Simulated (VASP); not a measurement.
Here is the system:

```
CELL_PARAMETERS angstrom
      0.00000     3.46011     3.46011
      3.46011     0.00000     3.46011
      3.46011     3.46011     0.00000
ATOMIC_POSITIONS crystal
  Sr 0.00000 0.00000 0.00000
  Cl 0.25000 0.25000 0.25000
  Cl 0.75000 0.75000 0.75000
```

The numbers are results of PBEsol GGA, VASP's PBE PAW potentials (set 64) (plane waves; VASP), not measurements. Run with 500 eV cut-off, 6×6×6 Γ-centred mesh, Gaussian smearing of 0.050 eV, potentials Sr_sv Cl.

Problem. Estimate the energy per atom (σ→0), band gap (on the k-mesh) with the smallest direct gap where there is one.

Solution. 
```json
{
 "band gap (on the k-mesh)": "5.22 eV",
 "smallest direct gap (on the k-mesh)": "5.34 eV",
 "energy per atom (σ→0)": "-4.448 eV/atom"
}
```

The absolute energy has meaning only against runs of the same code, potentials and settings.

The compound is SrCl2 in the fluorite structure. It was relaxed first.
